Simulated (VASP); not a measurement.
A convergence study with VASP on BAs (zinc blende): a few settings are varied, all else stays as given below, so the limit is that of these other settings. The cell's lengths are 1 % over those of the tabulated start and one atom is moved, so it is off equilibrium.

```
AsB
1.0
    0.00000     2.41390     2.41390
    2.41390     0.00000     2.41390
    2.41390     2.41390     0.00000
B As
1 1
Direct
  0.00000   0.00000   0.00000
  0.23745   0.26255   0.26255
```

Level of theory: LDA (Ceperley-Alder, Perdew-Zunger), VASP's LDA PAW potentials (set 64) (plane waves; VASP). The last row used: 900 eV cut-off, 8×8×8 Γ-centred mesh, Gaussian smearing of 0.050 eV, potentials B As_d.

Gaps are read on the run's mesh, which can miss a band edge. Energies of different potentials or hybrids have different zeros.

```tsv
setting	E (eV/atom)	pressure (GPa)	gap on the mesh (eV)	plane waves
ENCUT = 300, POTCAR B As	-6.4253	-7.54	0.716	343
ENCUT = 400, POTCAR B As	___	-6.87	0.717	531
ENCUT = 520, POTCAR B As	-6.4313	-6.87	0.717	775
ENCUT = 700, POTCAR B As	-6.4320	-6.86	0.718	1243
ENCUT = 900, POTCAR B As	-6.4321	-6.85	0.718	1759
ENCUT = 300, POTCAR B_s As	-6.4268	-6.92	0.718	343
ENCUT = 400, POTCAR B_s As	-6.4281	-6.87	0.718	531
ENCUT = 520, POTCAR B_s As	-6.4293	-6.80	0.718	775
ENCUT = 700, POTCAR B_s As	-6.4296	-6.78	0.718	1243
ENCUT = 900, POTCAR B_s As	-6.4296	-6.78	0.718	1759
ENCUT = 300, POTCAR B_h As	-6.2922	-11.95	0.623	343
ENCUT = 400, POTCAR B_h As	___	___	___	531
ENCUT = 520, POTCAR B_h As	-6.4077	-8.34	0.703	775
ENCUT = 700, POTCAR B_h As	-6.4289	-7.22	0.717	1243
ENCUT = 900, POTCAR B_h As	-6.4317	-6.88	0.718	1759
ENCUT = 300, POTCAR B As_d	-6.4297	-8.09	0.722	343
ENCUT = 400, POTCAR B As_d	-6.4365	-7.50	0.723	531
ENCUT = 520, POTCAR B As_d	-6.4369	-7.31	0.723	775
ENCUT = 700, POTCAR B As_d	-6.4375	-7.30	0.723	1243
ENCUT = 900, POTCAR B As_d	-6.4376	-7.30	0.723	1759
```

Task: Complete the blanks.

Result: 
- ENCUT = 400, POTCAR B As, E (eV/atom): -6.4311
- ENCUT = 400, POTCAR B_h As, E (eV/atom): -6.3590
- ENCUT = 400, POTCAR B_h As, pressure (GPa): -10.04
- ENCUT = 400, POTCAR B_h As, gap on the mesh (eV): 0.688

Left out are rungs that failed or repeat a setting and relaxations that didn't move; long series are thinned to 24 rows.

The compound is BAs in the zinc blende structure. The cell was not relaxed at this level, it is distorted from the ideal structure.
